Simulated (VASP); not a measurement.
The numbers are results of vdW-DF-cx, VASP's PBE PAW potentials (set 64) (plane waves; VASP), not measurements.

Input for VASP

INCAR:
```
! general
SYSTEM  =Ba
PREC    =Accurate
ENCUT   =520
LREAL   =.FALSE.
LASPH   =.TRUE.

! electronic loop
EDIFF   =1E-7
NELM    =100
ALGO    =Normal
LMAXMIX =4

! smearing
ISMEAR  =1
SIGMA   =0.1

! functional
GGA     =CX
LUSE_VDW=.TRUE.
AGGAC   =0.0

! ions
ISIF    =2

! output
LWAVE   =.FALSE.
LCHARG  =.FALSE.
```

File POSCAR:
```
Ba
4.2721270
 -0.5773502111   0.5773502111   0.5773502111
  0.5773502111  -0.5773502111   0.5773502111
  0.5773502111   0.5773502111  -0.5773502111
Ba
1
direct
  0.0000000000   0.0000000000   0.0000000000
```

**KPOINTS**
```
Automatic
0
G
11 11 11
0 0 0
```

POTCAR, in this order: Ba_sv (PBE.64 set). Program: vasp_std.

The run wrote:

**OSZICAR**
```
       N       E                     dE             d eps       ncg     rms          rms(c)
DAV:   1     0.593073326529E+02    0.59307E+02   -0.42672E+03  1008   0.915E+02
DAV:   2     0.248022690401E+01   -0.56827E+02   -0.55822E+02  1191   0.150E+02
DAV:   3     0.204566600655E+00   -0.22757E+01   -0.22650E+01  1255   0.355E+01
DAV:   4     0.146515878426E+00   -0.58051E-01   -0.58022E-01  1575   0.484E+00
DAV:   5     0.145966673425E+00   -0.54921E-03   -0.54902E-03  1341   0.352E-01    0.174E+00
DAV:   6     0.146239421062E+00    0.27275E-03   -0.30022E-03  1342   0.642E-01    0.104E+00
DAV:   7     0.144950575076E+00   -0.12888E-02   -0.81751E-03  1139   0.109E+00    0.489E-02
DAV:   8     0.144642951348E+00   -0.30762E-03   -0.50168E-04  1443   0.170E-01    0.322E-02
DAV:   9     0.144643834624E+00    0.88328E-06   -0.16255E-05  1446   0.379E-02    0.617E-03
DAV:  10     0.144642768983E+00   -0.10656E-05   -0.34368E-06  1490   0.148E-02    0.254E-03
DAV:  11     0.144642631265E+00   -0.13772E-06   -0.51924E-07  1261   0.792E-03    0.801E-04
DAV:  12     0.144642704783E+00    0.73518E-07   -0.51992E-08   668   0.260E-03
   1 F= 0.14464270E+00 E0= 0.14412505E+00  d E =0.155296E-02
```

OUTCAR:
```
------------------------ aborting loop because EDIFF is reached ----------------------------------------
  FORCE on cell =-STRESS in cart. coord.  units (eV):
  Direction    XX          YY          ZZ          XY          YZ          ZX
  --------------------------------------------------------------------------------------
  Total       -0.0982746     -0.0982746     -0.0982746     -0.0000000     -0.0000000      0.0000000
  in kB       -2.6232618     -2.6232618     -2.6232618     -0.0000000     -0.0000000      0.0000000
  external PRESSURE =      -2.6232618 kB  Pullay stress =       0.0000000 kB
  volume of cell :       60.02
      direct lattice vectors                 reciprocal lattice vectors
    -2.466513425  2.466513425  2.466513425     0.000000000  0.202715296  0.202715296
     2.466513425 -2.466513425  2.466513425     0.202715296  0.000000000  0.202715296
     2.466513425  2.466513425 -2.466513425     0.202715296  0.202715296  0.000000000
 POSITION                                       TOTAL-FORCE (eV/Angst)
 -----------------------------------------------------------------------------------
      0.00000      0.00000      0.00000         0.000000     -0.000000      0.000000
 -----------------------------------------------------------------------------------
    total drift:                               -0.000000      0.000000     -0.000000
  FREE ENERGIE OF THE ION-ELECTRON SYSTEM (eV)
  ---------------------------------------------------
  free  energy   TOTEN  =         0.1446427048 eV

  energy  without entropy=        0.1430897440  energy(sigma->0) =        0.14412505
```
(Selected blocks of OUTCAR.)

The compound is Ba in the bcc structure. This cell is one point of a volume scan, at 1.03 of the reference volume.
